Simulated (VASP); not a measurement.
These are SCAN meta-GGA, VASP's PBE PAW potentials (set 64) (plane waves; VASP) values and carry that method's errors.

VASP ran on this input.

### INCAR
```
ALGO=Normal   ! blocked Davidson
PREC=Accurate
ISIF=2   ! forces and stress, cell fixed
LREAL=.False.
ENCUT=520
LWAVE=.False.
NELM=100
SIGMA=0.1   ! width (eV)
EDIFF=1E-7   ! SCF stop (eV)
ISMEAR=1   ! Methfessel-Paxton
LASPH=.True.   ! aspherical one-centre terms
LMAXMIX=6   ! l cut-off of mixed one-centre charges
LCHARG=.False.
SYSTEM=HfN
LMIXTAU=.True.
METAGGA=SCAN
```

### POSCAR
```
HfN
1
    0.0000000000     2.2468314910     2.2468314910
    2.2468314910     0.0000000000     2.2468314910
    2.2468314910     2.2468314910     0.0000000000
Hf N
1 1
Direct
  0.0000000000   0.0000000000   0.0000000000
  0.5000000000   0.5000000000   0.5000000000
```

**KPOINTS**
```
Automatic mesh
0
Gamma
14 14 14
0 0 0
```

POTCAR, in this order: Hf_pv N (PBE.64 set). Program: vasp_std.

Output of the run:

File OSZICAR:
```
       N       E                     dE             d eps       ncg     rms          rms(c)
DAV:   1    -0.188519892262E+02   -0.18852E+02   -0.84822E+03  2288   0.132E+03
DAV:   2    -0.813372432976E+02   -0.62485E+02   -0.59306E+02  3006   0.263E+02
DAV:   3    -0.834858056660E+02   -0.21486E+01   -0.21323E+01  2924   0.425E+01
DAV:   4    -0.835078891682E+02   -0.22084E-01   -0.21992E-01  2724   0.414E+00
DAV:   5    -0.835082622886E+02   -0.37312E-03   -0.37271E-03  3019   0.402E-01    0.547E+01
DAV:   6    -0.747591417675E+02    0.87491E+01   -0.14587E+01  2721   0.327E+01    0.416E+01
DAV:   7    -0.767267513531E+02   -0.19676E+01   -0.11151E+00  2595   0.115E+01    0.233E+01
DAV:   8    -0.745086241882E+02    0.22181E+01   -0.93783E-01  2824   0.973E+00    0.166E+00
DAV:   9    -0.760349150969E+02   -0.15263E+01   -0.12857E+00  2726   0.110E+01    0.434E+00
DAV:  10    -0.759434067068E+02    0.91508E-01   -0.16370E-01  2652   0.428E+00    0.699E-01
DAV:  11    -0.759332157884E+02    0.10191E-01   -0.61767E-03  2490   0.927E-01    0.535E-01
DAV:  12    -0.759378244833E+02   -0.46087E-02   -0.39459E-04  2740   0.245E-01    0.634E-01
DAV:  13    -0.759300004960E+02    0.78240E-02   -0.28889E-03  2363   0.799E-01    0.123E+00
DAV:  14    -0.759303215871E+02   -0.32109E-03   -0.62612E-03  2721   0.744E-01    0.277E-01
DAV:  15    -0.759304078291E+02   -0.86242E-04   -0.39304E-04  2938   0.219E-01    0.765E-02
DAV:  16    -0.759303962170E+02    0.11612E-04   -0.46501E-06  2691   0.276E-02    0.697E-02
DAV:  17    -0.759304518511E+02   -0.55634E-04   -0.67707E-05  2374   0.975E-02    0.920E-02
DAV:  18    -0.759304356396E+02    0.16211E-04   -0.43125E-05  2751   0.601E-02    0.392E-02
DAV:  19    -0.759304402084E+02   -0.45688E-05   -0.94373E-06  2736   0.367E-02    0.125E-02
DAV:  20    -0.759304470283E+02   -0.68198E-05   -0.15050E-06  2405   0.214E-02    0.572E-03
DAV:  21    -0.759304448523E+02    0.21759E-05   -0.17473E-06  2513   0.168E-02    0.818E-03
DAV:  22    -0.759304516514E+02   -0.67990E-05   -0.40023E-07  2396   0.108E-02    0.421E-03
DAV:  23    -0.759304500516E+02    0.15998E-05   -0.32076E-08  1336   0.299E-03    0.249E-03
DAV:  24    -0.759304507296E+02   -0.67800E-06   -0.55141E-09  1288   0.930E-04    0.934E-04
DAV:  25    -0.759304502522E+02    0.47739E-06   -0.47463E-09  1282   0.103E-03    0.220E-04
DAV:  26    -0.759304505233E+02   -0.27117E-06   -0.79553E-10  1276   0.392E-04    0.454E-05
DAV:  27    -0.759304504789E+02    0.44444E-07   -0.15047E-10  1240   0.138E-04
   1 F= -.75930450E+02 E0= -.75930339E+02  d E =-.335662E-03
```

File OUTCAR:
```
------------------------ aborting loop because EDIFF is reached ----------------------------------------
  FORCE on cell =-STRESS in cart. coord.  units (eV):
  Direction    XX          YY          ZZ          XY          YZ          ZX
  --------------------------------------------------------------------------------------
  Total       -0.0081108     -0.0081108     -0.0081108      0.0000000      0.0000000      0.0000000
  in kB       -0.5728369     -0.5728369     -0.5728369      0.0000000      0.0000000      0.0000000
  external PRESSURE =      -0.5728369 kB  Pullay stress =       0.0000000 kB
  volume of cell :       22.69
      direct lattice vectors                 reciprocal lattice vectors
     0.000000000  2.246831491  2.246831491    -0.222535603  0.222535603  0.222535603
     2.246831491  0.000000000  2.246831491     0.222535603 -0.222535603  0.222535603
     2.246831491  2.246831491  0.000000000     0.222535603  0.222535603 -0.222535603
 POSITION                                       TOTAL-FORCE (eV/Angst)
 -----------------------------------------------------------------------------------
      0.00000      0.00000      0.00000        -0.000000     -0.000000     -0.000000
      2.24683      2.24683      2.24683         0.000000      0.000000      0.000000
 -----------------------------------------------------------------------------------
    total drift:                                0.000000     -0.000000     -0.000000
  FREE ENERGIE OF THE ION-ELECTRON SYSTEM (eV)
  ---------------------------------------------------
  free  energy   TOTEN  =       -75.9304504789 eV

  energy  without entropy=      -75.9301148171  energy(sigma->0) =      -75.93033859
```
(Selected blocks of OUTCAR.)

The compound is HfN in the rock salt structure. It was relaxed first. The electron count is odd and the run is not spin-polarised, which forces a metal.
